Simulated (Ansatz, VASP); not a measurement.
# Cross-check of WSe2 between VASP and Ansatz, part 2 of 2

Aim: how closely do two programs agree when they are given the same cell, functional and k mesh? The cell is taken from a series of runs on this material, whose earlier steps may have relaxed, scaled, displaced or heated it; both programs get it as it stands.

VASP 6.6.1 and Ansatz 0.2.0.

So far: The structure; Ansatz: G0W0 gap, PBE, DFT+U.

## (3) VASP: G0W0 gap, PBE, DFT+U

Level of this step: G0W0 on PBE+U, no spin polarisation; plane waves and PAW (W_sv_GW, Se_GW) (VASP).

The same cell, functional and mesh now go to VASP, with its own data sets.

Lines of VASP's logs that name or quote its potential files are left out, and so is its time.

The run reads the wave functions of an earlier VASP run, which isn't shown here.

The input, INCAR:

```
SYSTEM = WSe2
PREC = Accurate
ENCUT = 340
ISMEAR = 0
SIGMA = 0.01
LREAL = .FALSE.
GGA = PE
NBANDS = 544
LASPH = .TRUE.
LMAXMIX = 4
ALGO = EVGW0
NELMGW = 1
ENCUTGW = 150
NOMEGA = 64
PRECFOCK = Fast
NBANDSGW = 48
LWAVE = .FALSE.
LCHARG = .FALSE.
```

The input, POSCAR:

```
WSe2
1.0
    3.2900000000      0.0000000000      0.0000000000
   -1.6450000000      2.8492235785      0.0000000000
    0.0000000000      0.0000000000     12.9700000000
W Se
2 4
Direct
    0.3333333333      0.6666666667      0.2500000000
    0.6666666667      0.3333333333      0.7500000000
    0.3333333333      0.6666666667      0.6210000000
    0.6666666667      0.3333333333      0.1210000000
    0.3333333333      0.6666666667      0.8790000000
    0.6666666667      0.3333333333      0.3790000000
```

The input, KPOINTS:

```
Automatic mesh
0
Gamma
6 6 2
0 0 0
```

The projector-augmented-wave data sets are W_sv_GW and Se_GW (PBE family, release 64).

The run is started by

```
mpirun -np 16 vasp_std
```

Numbers of over 12 decimals in the logs are rounded to 6 here.

What it wrote:

```text
[banner, memory and clock lines left out]
running   16 mpi-ranks, on    1 nodes
 distrk:  each k-point on   16 cores,    1 groups
 distr:  one band on    1 cores,   16 groups

 POSCAR found type information on POSCAR W Se
 POSCAR found :  2 types and       6 ions
|                                                                             |
|           W    W    AA    RRRRR   N    N  II  N    N   GGGG   !!!           |
|           W    W   A  A   R    R  NN   N  II  NN   N  G    G  !!!           |
|           W    W  A    A  R    R  N N  N  II  N N  N  G       !!!           |
|           W WW W  AAAAAA  RRRRR   N  N N  II  N  N N  G  GGG   !            |
|           WW  WW  A    A  R   R   N   NN  II  N   NN  G    G                |
|           W    W  A    A  R    R  N    N  II  N    N   GGGG   !!!           |
|                                                                             |
|     For optimal performance we recommend to set                             |
|       NCORE = 2 up to number-of-cores-per-socket                            |
|     NCORE specifies how many cores store one orbital (NPAR=cpu/NCORE).      |
|     This setting can greatly improve the performance of VASP for DFT.       |
|     The default, NCORE=1 might be grossly inefficient on modern             |
|     multi-core architectures or massively parallel machines. Do your        |
|     Unfortunately you need to use the default for GW and RPA                |
|     calculations (for HF NCORE is supported but not extensively tested      |
|     yet).                                                                   |
|                                                                             |

|                                                                             |
|           W    W    AA    RRRRR   N    N  II  N    N   GGGG   !!!           |
|           W    W   A  A   R    R  NN   N  II  NN   N  G    G  !!!           |
|           W    W  A    A  R    R  N N  N  II  N N  N  G       !!!           |
|           W WW W  AAAAAA  RRRRR   N  N N  II  N  N N  G  GGG   !            |
|           WW  WW  A    A  R   R   N   NN  II  N   NN  G    G                |
|           W    W  A    A  R    R  N    N  II  N    N   GGGG   !!!           |
|                                                                             |
|     The default for ENCUTGWSOFT is different in this version of VASP.       |
|     please manually set ENCUTGWSOFT =150 in the INCAR file.                 |
|                                                                             |

 LDA part: xc-table for (Slater+PW92), standard interpolation
 found WAVECAR, reading the header
 POSCAR, INCAR and KPOINTS ok, starting setup
 FFT: planning ... GRIDC
 FFT: planning ... GRID_SOFT
 FFT: planning ... GRID
 reading WAVECAR
 the WAVECAR file was read successfully
 initial charge from wavefunction
 available memory per node:     31.00 GB, setting MAXMEM to     31748

 The Fermi energy was updated, please check that it is located mid-gap
 values below the HOMO (VB) or above the LUMO (CB) will cause erroneous energies
 E-fermi :   7.1521

 calculate exact exchange contribution
 the WAVEDER file was read successfully
|                                                                             |
|           W    W    AA    RRRRR   N    N  II  N    N   GGGG   !!!           |
|           W    W   A  A   R    R  NN   N  II  NN   N  G    G  !!!           |
|           W    W  A    A  R    R  N N  N  II  N N  N  G       !!!           |
|           W WW W  AAAAAA  RRRRR   N  N N  II  N  N N  G  GGG   !            |
|           WW  WW  A    A  R   R   N   NN  II  N   NN  G    G                |
|           W    W  A    A  R    R  N    N  II  N    N   GGGG   !!!           |
|                                                                             |
|     Automatic setting of frequency mesh for GW failed. Frequency mesh       |
|     properly not suitable for determining QP energies. Consider             |
|     increasing number of kpoints.                                           |
|                                                                             |

energies w=
    0.000    0.000    0.819    0.000    1.636    0.000    2.450    0.000
    3.258    0.000    4.060    0.000    4.854    0.000    5.638    0.000
    6.413    0.000    7.178    0.000    7.933    0.000    8.677    0.000
    9.410    0.000   10.135    0.000   10.850    0.000   11.556    0.000
   12.255    0.000   12.948    0.000   13.636    0.000   14.319    0.000
   15.000    0.000   15.679    0.000   16.358    0.000   17.039    0.000
   17.722    0.000   18.411    0.000   19.106    0.000   19.810    0.000
   20.525    0.000   21.252    0.000   21.995    0.000   22.756    0.000
   23.538    0.000   24.343    0.000   25.177    0.000   26.041    0.000
   26.941    0.000   27.883    0.000   28.870    0.000   29.911    0.000
   31.011    0.000   32.181    0.000   33.429    0.000   34.769    0.000
   36.213    0.000   37.778    0.000   39.485    0.000   41.356    0.000
   43.423    0.000   45.722    0.000   48.298    0.000   51.210    0.000
   54.533    0.000   58.365    0.000   62.836    0.000   68.125    0.000
   74.480    0.000   82.263    0.000   92.009    0.000  104.563    0.000
  121.325    0.000  144.806    0.000  179.993    0.000  238.419    0.000
 responsefunction array rank=     528
 LDA part: xc-table for (Slater+PW92), standard interpolation

 min. memory requirement per mpi rank    558.4 MB, per node   8934.4 MB

 allocating   4 responsefunctions rank=   528
 shmem allocating  64 responsefunctions rank=   528
 response function shared by NCSHMEM nodes    1
 Doing            4  frequencies on each core in blocks of           64
NQ=   1    0.0000    0.0000    0.0000,
|.........|.........|.........|.........|.........|.........|.........|.........
 performed       2670000 updates of chi_q(r,r)
 total number of BLAS operations       5843.73 Gflops
NQ=   2    0.1667    0.0000    0.0000,
|.........|.........|.........|.........|.........|.........|.........|.........
 performed       7742000 updates of chi_q(r,r)
 total number of BLAS operations      16399.28 Gflops
NQ=   3    0.3333    0.0000    0.0000,
|.........|.........|.........|.........|.........|.........|.........|.........
 performed      12814000 updates of chi_q(r,r)
 total number of BLAS operations      26707.93 Gflops
NQ=   4    0.5000    0.0000    0.0000,
|.........|.........|.........|.........|.........|.........|.........|.........
 performed      16529000 updates of chi_q(r,r)
 total number of BLAS operations      34682.53 Gflops
NQ=   5    0.1667    0.1667    0.0000,
|.........|.........|.........|.........|.........|.........|.........|.........
 performed      21601000 updates of chi_q(r,r)
 total number of BLAS operations      45279.52 Gflops
NQ=   6    0.3333    0.1667    0.0000,
|.........|.........|.........|.........|.........|.........|.........|.........
 performed      27300000 updates of chi_q(r,r)
 total number of BLAS operations      56953.78 Gflops
NQ=   7    0.3333    0.3333    0.0000,
|.........|.........|.........|.........|.........|.........|.........|.........
 performed      30492000 updates of chi_q(r,r)
 total number of BLAS operations      63212.24 Gflops
NQ=   8    0.0000    0.0000    0.5000,
|.........|.........|.........|.........|.........|.........|.........|.........
 performed      33162000 updates of chi_q(r,r)
 total number of BLAS operations      68944.77 Gflops
NQ=   9    0.1667    0.0000    0.5000,
|.........|.........|.........|.........|.........|.........|.........|.........
 performed      38234000 updates of chi_q(r,r)
 total number of BLAS operations      79583.27 Gflops
NQ=  10    0.3333    0.0000    0.5000,
|.........|.........|.........|.........|.........|.........|.........|.........
 performed      43306000 updates of chi_q(r,r)
 total number of BLAS operations      89647.93 Gflops
NQ=  11    0.5000    0.0000    0.5000,
|.........|.........|.........|.........|.........|.........|.........|.........
 performed      47021000 updates of chi_q(r,r)
 total number of BLAS operations      97317.61 Gflops
NQ=  12    0.1667    0.1667    0.5000,
|.........|.........|.........|.........|.........|.........|.........|.........
 performed      52093000 updates of chi_q(r,r)
 total number of BLAS operations     107708.23 Gflops
NQ=  13    0.3333    0.1667    0.5000,
|.........|.........|.........|.........|.........|.........|.........|.........
 performed      57792000 updates of chi_q(r,r)
 total number of BLAS operations     119474.96 Gflops
NQ=  14    0.3333    0.3333    0.5000,
|.........|.........|.........|.........|.........|.........|.........|.........
 performed      60984000 updates of chi_q(r,r)
 total number of BLAS operations     126118.47 Gflops
 resolving degeneracies of screened two electron integrals

 calculate QP shifts <psi_nk| G(iteration)W_0 |psi_nk>: iteration 1
 entering main loop
```

OUTCAR, selected parts (step 3):

```text
ion  position               nearest neighbor table
   1  0.333  0.667  0.250-   4 2.53   6 2.53   4 2.53   6 2.53   4 2.53   6 2.53
   2  0.667  0.333  0.750-   3 2.53   5 2.53   3 2.53   5 2.53   3 2.53   5 2.53
   3  0.333  0.667  0.621-   2 2.53   2 2.53   2 2.53
   4  0.667  0.333  0.121-   1 2.53   1 2.53   1 2.53
   5  0.333  0.667  0.879-   2 2.53   2 2.53   2 2.53
   6  0.667  0.333  0.379-   1 2.53   1 2.53   1 2.53

  LATTYP: Found a hexagonal cell.
 ALAT       =     3.2900000000
 C/A-ratio  =     3.9422492401

 Subroutine GETGRP returns: Found 24 space group operations
 (whereof 12 operations were pure point group operations)

The static configuration has the point symmetry D_3d.
 The point group associated with its full space group is D_6h.

 Found     14 irreducible k-points:

   k-points           NKPTS =     14   k-points in BZ     NKDIM =     72   number of bands    NBANDS=    544

   dimension x,y,z NGX =    20 NGY =   20 NGZ =   80
   dimension x,y,z NGXF=    40 NGYF=   40 NGZF=  160

   ENCUT  =  340.0 eV  24.99 Ry    5.00 a.u.   4.95  4.95 19.50*2*pi/ulx,y,z

   NELECT =      52.0000    total number of electrons

  energy-cutoff  :      340.00
  volume of cell :      121.58
      direct lattice vectors                 reciprocal lattice vectors
     3.290000000  0.000000000  0.000000000     0.303951368  0.175486404  0.000000000
    -1.645000000  2.849223579  0.000000000     0.000000000  0.350972808  0.000000000
     0.000000000  0.000000000 12.970000000     0.000000000  0.000000000  0.077101002

 k-points in reciprocal lattice and weights: Automatic mesh
   0.00000000  0.00000000  0.00000000       0.014
   0.16666667  0.00000000  0.00000000       0.083
   0.33333333  0.00000000  0.00000000       0.083
   0.50000000  0.00000000  0.00000000       0.042
   0.16666667  0.16666667  0.00000000       0.083
   0.33333333  0.16666667  0.00000000       0.167
   0.33333333  0.33333333  0.00000000       0.028
   0.00000000  0.00000000  0.50000000       0.014
   0.16666667  0.00000000  0.50000000       0.083
[...]
0.33333333  0.16666667  0.50000000       0.167
   0.33333333  0.33333333  0.50000000       0.028

 E-fermi :   7.1521

 QP shifts <psi_nk| G(iteration)W_0 |psi_nk>: iteration 1
 for sc-GW calculations column KS-energies equals QP-energies in previous step
 and V_xc(KS)=  KS-energies - (<T + V_ion + V_H > + <T+V_H+V_ion>^1  + <V_x>^1)
 k-point   1 :       0.0000    0.0000    0.0000
  band No.  KS-energies  QP-energies   sigma(KS)   V_xc(KS)     V^pw_x(r,r')   Z            occupation Imag(sigma)
    ...
     23       5.1793       4.6370     -15.2140     -14.5062     -16.2351       0.7661       2.0000       0.1799
     24       5.5469       4.9153     -13.4551     -12.6413     -14.8732       0.7760       2.0000       0.1984
     25       5.5578       5.0758     -14.1919     -13.5590     -15.0119       0.7614       2.0000       0.1782
     26       6.6651       6.2818     -15.1342     -14.6303     -15.4227       0.7607       2.0000       0.1100
     27       9.3048       9.4608     -13.7837     -13.9868      -9.7607       0.7679       0.0000      -0.2601
     28       9.3048       9.4608     -13.7837     -13.9868      -9.7607       0.7679       0.0000      -0.2601
     29       9.3518       9.5046     -13.6985     -13.8975      -9.6574       0.7685       0.0000      -0.2626
     30       9.3518       9.5046     -13.6985     -13.8975      -9.6574       0.7685       0.0000      -0.2626
    ...

 k-point   2 :       0.1667    0.0000    0.0000
  band No.  KS-energies  QP-energies   sigma(KS)   V_xc(KS)     V^pw_x(r,r')   Z            occupation Imag(sigma)
    ...
     23       4.7819       4.1571     -13.6847     -12.8743     -15.1866       0.7710       2.0000       0.2189
     24       5.5665       4.9574     -13.4622     -12.6767     -14.8747       0.7754       2.0000       0.1961
     25       5.5766       5.1097     -14.5110     -13.8965     -15.3625       0.7599       2.0000       0.1781
     26       5.9949       5.5679     -14.7893     -14.2290     -15.4279       0.7621       2.0000       0.1491
     27       8.3082       8.3856     -13.3146     -13.4151      -9.5240       0.7698       0.0000      -0.2318
     28       8.8639       9.0289     -13.9176     -14.1311      -9.8147       0.7722       0.0000      -0.2510
     29       8.9191       9.0108     -13.8279     -13.9478      -9.9798       0.7643       0.0000      -0.2589
     30       8.9907       9.0860     -13.9684     -14.0933      -9.9721       0.7627       0.0000      -0.2778
    ...

 k-point   3 :       0.3333    0.0000    0.0000
  band No.  KS-energies  QP-energies   sigma(KS)   V_xc(KS)     V^pw_x(r,r')   Z            occupation Imag(sigma)
    ...
     23       4.9468       4.4464     -14.0225     -13.3664     -15.1505       0.7627       2.0000       0.2178
     24       5.0130       4.4222     -14.0598     -13.2899     -15.5425       0.7674       2.0000       0.2186
     25       5.1670       4.5909     -14.2500     -13.5004     -15.6407       0.7685       2.0000       0.2080
     26       5.1995       4.7155     -14.3244     -13.6893     -15.3995       0.7620       2.0000       0.2034
     27       8.2181       8.2842     -13.8661     -13.9526      -9.9191       0.7637       0.0000      -0.2460
     28       8.6078       8.7113     -14.9552     -15.0922     -10.8558       0.7552       0.0000      -0.2716
     29       8.7800       8.8926     -15.0430     -15.1923     -10.8800       0.7546       0.0000      -0.2832
     30       8.9922       9.1037     -14.4287     -14.5755     -10.2004       0.7592       0.0000      -0.2978
    ...

 k-point   4 :       0.5000    0.0000    0.0000
  band No.  KS-energies  QP-energies   sigma(KS)   V_xc(KS)     V^pw_x(r,r')   Z            occupation Imag(sigma)
    ...
     23       5.1751       4.6151     -13.3448     -12.6196     -14.5423       0.7722       2.0000       0.2007
     24       5.2516       4.6462     -13.5455     -12.7636     -14.9950       0.7741       2.0000       0.2060
     25       5.3461       4.8315     -13.9056     -13.2352     -14.9951       0.7676       2.0000       0.1926
     26       5.4980       4.9092     -13.7572     -12.9983     -15.1090       0.7759       2.0000       0.1934
     27       8.8376       8.9714     -16.0897     -16.2692     -11.6020       0.7457       0.0000      -0.3150
     28       8.8758       9.0117     -16.0783     -16.2607     -11.5650       0.7452       0.0000      -0.3190
     29       8.9920       9.0999     -14.5442     -14.6867     -10.1544       0.7566       0.0000      -0.3150
     30       9.3253       9.4651     -15.6492     -15.8360     -10.9690       0.7482       0.0000      -0.3615
    ...

[... 4 further parts left out ...]
```

This run has no spin polarisation, so a moment on W, if there is one, isn't seen.

## (4) Side by side

Known differences besides the potentials themselves: U acts on the PAW sphere in VASP and on atomic orbitals in Ansatz, so only states and trends compare; fixed occupations in Ansatz, narrow Gaussian smearing in VASP; the data sets hold 92 valence electrons in Ansatz (on its PAW soft_1 files) and 52 in VASP; the cutoff is 420 eV in Ansatz and 340 eV in VASP; Ansatz integrates over frequency by contour deformation, VASP on a grid of NOMEGA points; Ansatz's G0W0 levels solve the quasiparticle equation, VASP's are linearised. Total energies have different zeros and are not compared.

Both answers:

```csv
quantity,Ansatz,VASP,difference
G0W0 gap on the mesh (eV),1.29,1.38,-0.10
Kohn-Sham gap under it (eV),1.03,0.97,+0.05
```

VASP's log warns that its frequency grid doesn't suit quasiparticle energies on this mesh.

## (5) Results

- difference in G0W0 gap on the mesh (G0W0 gap, PBE, DFT+U): -0.097 eV

**Reading.** The difference in G0W0 gap on the mesh is -0.097 eV (G0W0 gap, PBE, DFT+U). The data sets hold unlike numbers of valence electrons (92 in Ansatz and 52 in VASP), so part of the differences comes from the potentials. How closely two codes agree says nothing of how well the functional describes the real material.

[Lines on the potential files, build, host, timing and source positions are cut from VASP's logs without a mark.]

[Logs are printed without paths, hosts, clocks, repeated set-up lines and the standing remarks that a program may print on its own settings, such as how far it seeks lower states.]

[Hosts, paths, dates, database ids (printed as entryN), source tags and the programs' standing remarks are cut or masked in the printed files.]
